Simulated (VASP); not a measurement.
**Cd2CuO3: relaxation of cell and atoms with PBE**

Cd2CuO3:

```
CELL_PARAMETERS angstrom
5.09839 0.00000 0.00000
-2.54919 4.41533 0.00000
0.00000 0.00000 3.96542
ATOMIC_POSITIONS crystal
Cd 0.33333 0.66667 0.00000
Cd 0.66667 0.33333 0.00000
Cu 0.00000 0.00000 0.00000
O 0.50000 0.00000 0.50000
O 0.50000 0.50000 0.50000
O 0.00000 0.50000 0.50000
```

The cell was built by a generator and needn't be a form met in nature.

```
Program                : VASP 6.6.1
Task                   : relaxation of cell and atoms
Functional             : PBE
Potentials or basis    : VASP PAW PBE potentials, release 64 (Cd, Cu, O)
Cutoff                 : 520 eV
k mesh                 : 3 × 3 × 4
Occupations            : gaussian, width 0.15 eV
Spin                   : no spin polarisation
Further INCAR settings : PREC = Normal; ALGO = Fast; EDIFF = 0.0001; IBRION = 2; EDIFFG = -0.08; NSW = 24; ISIF = 3
```

* Relaxed volume: 14.70 Å³/atom
* Relaxed cell: a = 5.771 Å, b = 5.771 Å, c = 3.058 Å, α = 90.00°, β = 90.00°, γ = 120.00°
* Space group after relaxing (to 0.05 Å): P6/mmm (No. 191)
* Energy gained by relaxing: 418.6 meV/atom
* Ionic steps: 12
* Pressure after relaxing: 0.0 GPa
* Band gap on the k mesh: none (metal or under the smearing width)

Stress tensor (GPa, compression positive):
```
 0.13  0.00  0.00
 0.00  0.13  0.00
 0.00  0.00 -0.22
```

The path:
```tsv
step	energy change (eV)	largest force (eV/Å)	pressure (GPa)	volume (Å³)
1	0.0000	0.0000	-6.73	89.27
2	-1.4539	0.0000	5.54	80.87
3	-1.6340	0.0000	13.12	77.38
4	-2.4468	0.0000	3.99	84.87
5	-2.4927	0.0000	0.71	88.18
6	-2.5032	0.0000	1.55	87.26
7	-2.5027	0.0000	2.03	87.44
8	-2.4993	0.0000	1.08	87.81
9	-2.5097	0.0000	-0.92	89.09
10	-2.5099	0.0000	-1.23	88.91
11	-2.5094	0.0000	-1.04	88.71
12	-2.5114	0.0000	0.01	88.19
```

Final structure:
```yaml
crystal:
  lattice:
    - [5.77101, 0.00000, 0.00000]
    - [-2.88550, 4.99784, 0.00000]
    - [0.00000, 0.00000, 3.05766]
  atoms:
    - { symbol: Cd, position: [0.33333, 0.66667, 0.00000] }
    - { symbol: Cd, position: [0.66667, 0.33333, 0.00000] }
    - { symbol: Cu, position: [0.00000, 0.00000, 0.00000] }
    - { symbol: O, position: [0.50000, 0.00000, 0.50000] }
    - { symbol: O, position: [0.50000, 0.50000, 0.50000] }
    - { symbol: O, position: [0.00000, 0.50000, 0.50000] }
```

Levels at points of the mesh, in eV from the Fermi level:
| k point | band 22 | band 23 | band 24 | band 25 | band 26 | band 27 | band 28 | band 29 | band 30 | band 31 |
| --- | --- | --- | --- | --- | --- | --- | --- | --- | --- | --- |
| (0.00, 0.00, 0.00) | -0.65 | -0.65 | -0.43 | -0.36 | -0.36 | 0.07 | 0.07 | 3.69 | 6.22 | 6.22 |
| (0.00, 0.00, 0.50) | -0.60 | -0.50 | -0.49 | -0.17 | 0.39 | 0.39 | 3.14 | 3.49 | 4.79 | 5.69 |

Wall time 2.2 min on 1 thread of Intel(R) Xeon(R) Platinum 8259CL CPU @ 2.50GHz (Skylake/Cascade Lake), on a shared host, peak memory 0.16 GiB.

Caveat: the k mesh is coarse (spacing up to 0.47 Å⁻¹), so the values aren't converged; an odd number of electrons without spin polarisation forces a metal; a magnetic or distorted state may lie lower; the run has no spin polarisation, though such a crystal can be magnetic; semilocal functionals often make such compounds metallic where correlation or magnetic order opens a gap, which also shifts bond lengths; the relaxation stopped at a loose force limit of 0.08 eV/Å, so its end isn't a converged minimum. With open d or f shells a metallic result of PBE can be an artefact of self-interaction; +U or a hybrid may open a gap.
